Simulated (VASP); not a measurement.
InAs is modelled in the cubic space group F-43m (No. 216), the zinc blende structure, Pearson symbol cF8. Lattice parameters: a = b = c = 6.0430 Å, α = β = γ = 90.00°. In on 4a is surrounded by 4 As at 2.617 Å (tetrahedral). As on 4d is coordinated by 4 In at 2.617 Å (tetrahedral). (Neighbours: up to the widest gap in distance over summed covalent radii, below 1.35, at either atom; cation-cation and far metal-metal contacts left out.)
(The calculation used a cell of 2 atoms; values per cell refer to that cell.)

All values below come from HSEsol screened hybrid, VASP's PBE PAW potentials (set 64) (plane waves; VASP). Settings: 520 eV cut-off, 6×6×6 Γ-centred mesh, Gaussian smearing of 0.050 eV, potentials In_d As.

Task: Give the energy at these volumes per atom, relative to the lowest: 26.97, 27.86, 28.74, 29.63, 30.52 Å³.

Result: 2.4, 0.0, 8.4, 25.8, 50.2 meV/atom. A third-order Birch-Murnaghan fit gives B0 = 64.4 GPa and B0′ = 5.4.

Measured: bulk modulus 58.6 GPa at 0 K (computed value off by +10.0 %), as given by Daniel Mejia-Rodriguez et al., Physical Review B (2018), arXiv:1807.09216 [0 K value with the zero-point phonon effect removed]; a 6.047 Å at 0 K (computed value off by -0.1 %), as given by Daniel Mejia-Rodriguez et al., Physical Review B (2018), arXiv:1807.09216 [static lattice: zero-point anharmonic expansion removed].

The compound is InAs in the zinc blende structure. It was relaxed first. The cell's shape comes from a PBE relaxation.
